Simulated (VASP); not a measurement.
Level of theory: PBE GGA, VASP's PBE PAW potentials (set 64) (plane waves; VASP 6.6.1).

VASP input:

**KPOINTS**
```
Regular mesh
0
Gamma
 14 14 8
```

INCAR:
```
ALGO = Normal
EDIFF = 1E-6
EDIFFG = -0.01
ENCUT = 480
GGA = PE
IBRION = 2
ISIF = 3
ISMEAR = 1
LASPH = .True.
LCHARG = .False.
LMAXMIX = 4
LREAL = .False.
LWAVE = .False.
NELM = 100
NSW = 60
PREC = Accurate
SIGMA = 0.1
SYSTEM = Ru
```

File POSCAR:
```
Ru
1.0
  1.3550000000  -2.3469290000   0.0000000000
  1.3550000000   2.3469290000   0.0000000000
  0.0000000000   0.0000000000   4.2800000000
Ru
2
Cart
  1.3550000000   0.7823112313   1.0700000000
  1.3550000000  -0.7823112313   3.2100000000
```

POTCAR, in this order: Ru_pv (PBE.64 set). Program: vasp_std.

Output of the run:

### OSZICAR
```
       N       E                     dE             d eps       ncg     rms          rms(c)
DAV:   1     0.273359606442E+03    0.27336E+03   -0.17364E+04  4320   0.163E+03
DAV:   2    -0.133291909538E+02   -0.28669E+03   -0.28116E+03  4574   0.480E+02
DAV:   3    -0.197277350792E+02   -0.63985E+01   -0.62135E+01  4608   0.767E+01
DAV:   4    -0.198074858164E+02   -0.79751E-01   -0.77291E-01  5260   0.698E+00
DAV:   5    -0.198085550900E+02   -0.10693E-02   -0.10692E-02  4688   0.778E-01    0.176E+01
DAV:   6    -0.185525870241E+02    0.12560E+01   -0.33672E+00  4366   0.193E+01    0.465E+00
DAV:   7    -0.184673842878E+02    0.85203E-01   -0.26774E-01  4424   0.492E+00    0.110E+00
DAV:   8    -0.184591218355E+02    0.82625E-02   -0.70581E-03  4472   0.100E+00    0.193E-01
DAV:   9    -0.184591078142E+02    0.14021E-04   -0.52114E-04  5490   0.242E-01    0.486E-02
DAV:  10    -0.184591139061E+02   -0.60919E-05   -0.18275E-05  4748   0.450E-02    0.193E-02
DAV:  11    -0.184591201861E+02   -0.62801E-05   -0.11189E-06  3020   0.102E-02    0.246E-03
DAV:  12    -0.184591201413E+02    0.44869E-07   -0.67853E-08  2204   0.227E-03
   1 F= -.18459120E+02 E0= -.18458652E+02  d E =-.184591E+02
       N       E                     dE             d eps       ncg     rms          rms(c)
DAV:   1    -0.193533857955E+02   -0.89427E+00   -0.19462E+01  4334   0.548E+01    0.679E+00
DAV:   2    -0.184362507050E+02    0.91714E+00   -0.28383E+00  4330   0.175E+01    0.150E+00
DAV:   3    -0.184263311105E+02    0.99196E-02   -0.10887E-01  4360   0.308E+00    0.637E-01
DAV:   4    -0.184331477869E+02   -0.68167E-02   -0.51161E-03  4480   0.655E-01    0.215E-01
DAV:   5    -0.184343580462E+02   -0.12103E-02   -0.11682E-03  5008   0.253E-01    0.605E-02
DAV:   6    -0.184343555958E+02    0.24504E-05   -0.52830E-05  5222   0.626E-02    0.113E-02
DAV:   7    -0.184343534317E+02    0.21642E-05   -0.47290E-06  4468   0.202E-02    0.587E-03
DAV:   8    -0.184343539304E+02   -0.49874E-06   -0.21127E-07  2292   0.374E-03
   2 F= -.18434354E+02 E0= -.18433846E+02  d E =0.247662E-01
       N       E                     dE             d eps       ncg     rms          rms(c)
DAV:   1    -0.189570377435E+02   -0.52268E+00   -0.10455E+01  4340   0.393E+01    0.622E+00
DAV:   2    -0.184686404977E+02    0.48840E+00   -0.14695E+00  4334   0.128E+01    0.935E-01
DAV:   3    -0.184581375072E+02    0.10503E-01   -0.73761E-02  4380   0.257E+00    0.687E-01
DAV:   4    -0.184622356542E+02   -0.40981E-02   -0.38526E-03  4460   0.574E-01    0.137E-01
DAV:   5    -0.184626158690E+02   -0.38021E-03   -0.45056E-04  5108   0.157E-01    0.420E-02
DAV:   6    -0.184625928140E+02    0.23055E-04   -0.23863E-05  4760   0.424E-02    0.563E-03
DAV:   7    -0.184625939953E+02   -0.11813E-05   -0.19564E-06  3306   0.128E-02    0.524E-03
DAV:   8    -0.184625933145E+02    0.68084E-06   -0.19396E-07  2208   0.371E-03
   3 F= -.18462593E+02 E0= -.18462111E+02  d E =-.347317E-02
       N       E                     dE             d eps       ncg     rms          rms(c)
DAV:   1    -0.184626179443E+02   -0.23949E-04   -0.51699E-04  4340   0.280E-01    0.401E-02
DAV:   2    -0.184625931875E+02    0.24757E-04   -0.71127E-05  4336   0.891E-02    0.656E-03
DAV:   3    -0.184625932289E+02   -0.41387E-07   -0.36142E-06  4172   0.181E-02
   4 F= -.18462593E+02 E0= -.18462111E+02  d E =-.347309E-02
       N       E                     dE             d eps       ncg     rms          rms(c)
DAV:   1    -0.184636711142E+02   -0.10779E-02   -0.40278E-02  4364   0.175E+00    0.196E-01
DAV:   2    -0.184628067223E+02    0.86439E-03   -0.11977E-03  4348   0.334E-01    0.826E-02
DAV:   3    -0.184626245317E+02    0.18219E-03   -0.61796E-04  5182   0.176E-01    0.176E-02
DAV:   4    -0.184626255522E+02   -0.10206E-05   -0.18110E-05  5164   0.492E-02    0.114E-02
DAV:   5    -0.184626258378E+02   -0.28555E-06   -0.13078E-06  2780   0.951E-03
   5 F= -.18462626E+02 E0= -.18462161E+02  d E =-.326089E-04
       N       E                     dE             d eps       ncg     rms          rms(c)
DAV:   1    -0.184627821256E+02   -0.15657E-03   -0.52709E-03  4364   0.633E-01    0.714E-02
DAV:   2    -0.184626678506E+02    0.11428E-03   -0.15920E-04  4354   0.121E-01    0.301E-02
DAV:   3    -0.184626433638E+02    0.24487E-04   -0.81790E-05  5144   0.639E-02    0.620E-03
DAV:   4    -0.184626433618E+02    0.19727E-08   -0.22963E-06  3364   0.179E-02
   6 F= -.18462643E+02 E0= -.18462171E+02  d E =-.501329E-04
```

**OUTCAR**
```
------------------------ aborting loop because EDIFF is reached ----------------------------------------
  FORCE on cell =-STRESS in cart. coord.  units (eV):
  Direction    XX          YY          ZZ          XY          YZ          ZX
  --------------------------------------------------------------------------------------
  Total        0.0020331      0.0020331      0.0058566      0.0000000      0.0000000      0.0000000
  in kB        0.1183283      0.1183283      0.3408605      0.0000000      0.0000000      0.0000000
  external PRESSURE =       0.1925057 kB  Pullay stress =       0.0000000 kB
  volume of cell :       27.53
      direct lattice vectors                 reciprocal lattice vectors
     1.361073120 -2.357447954  0.000000000     0.367357192 -0.212093760 -0.000000000
     1.361073120  2.357447954  0.000000000     0.367357192  0.212093760 -0.000000000
     0.000000000  0.000000000  4.289679435    -0.000000000 -0.000000000  0.233117653
 POSITION                                       TOTAL-FORCE (eV/Angst)
 -----------------------------------------------------------------------------------
      1.36107      0.78582      1.07242        -0.000000     -0.000000      0.000000
      1.36107     -0.78582      3.21726         0.000000      0.000000      0.000000
 -----------------------------------------------------------------------------------
    total drift:                               -0.000000      0.000515     -0.000045
  FREE ENERGIE OF THE ION-ELECTRON SYSTEM (eV)
  ---------------------------------------------------
  free  energy   TOTEN  =       -18.4626433618 eV

  energy  without entropy=      -18.4612262624  energy(sigma->0) =      -18.46217100

 reached required accuracy - stopping structural energy minimisation
```
(Selected blocks of OUTCAR.)

### CONTCAR
```
Ru
   1.00000000000000
     1.3610731197667605   -2.3574479540922075    0.0000000000000000
     1.3610731197667605    2.3574479540922075    0.0000000000000000
     0.0000000000000000    0.0000000000000000    4.2896794345669038
  Ru
     2
Direct
     0.3333330000000032    0.6666669999999968    0.2500000000000000
     0.6666669999999968    0.3333330000000032    0.7500000000000000
```

The compound is Ru in the hcp structure. This run relaxes it. Symmetry was kept, so distortions that lower it aren't found.
